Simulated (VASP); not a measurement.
Consider the following.

```xyz
8
Lattice="0.0000 2.2206 2.2206 2.2206 0.0000 2.2206 8.8301 8.8301 0.0522" Properties=species:S:1:pos:R:3 pbc="T T T"
Ti     2.2206     0.0000     2.2206
N      2.1691     2.1691     2.2720
N      4.3967     4.3967     2.2650
N      6.6539     6.6539     2.2283
N      8.8815     8.8815     2.2213
Hf     2.1582     2.1582     0.0624
Hf     6.6356     4.4150     2.2467
Hf     8.8924     8.8924     4.4310
```

Calculation: PBEsol GGA, VASP's PBE PAW potentials (set 64) (plane waves; VASP 6.6.1). Numerical set-up: 520 eV cut-off, 13×13×4 Γ-centred mesh, tetrahedra with Blöchl corrections, potentials Ti_sv N Hf_pv.

The cores are frozen, which limits the accuracy of field gradients.

Problem. Give the principal components of the electric field gradient (V/Å²) and the asymmetry η at each nucleus.

Solution. 
```
atom   Vxx   Vyy    Vzz     η
----  ----  ----  -----  ----
Ti1    0.3   0.3   -0.6  0.00
N2     0.3   0.3   -0.6  0.00
N3    -0.6  -0.6    1.1  0.00
N4    -0.6  -0.6    1.1  0.00
N5     0.3   0.3   -0.6  0.00
Hf6   -3.1  -3.1    6.1  0.00
Hf7    5.4   5.4  -10.8  0.00
Hf8   -3.1  -3.1    6.1  0.00
```

The structure was generated: Hf3TiN4 was put into an ordered model structure (R-3m), which need not be its known phase. It was relaxed first.
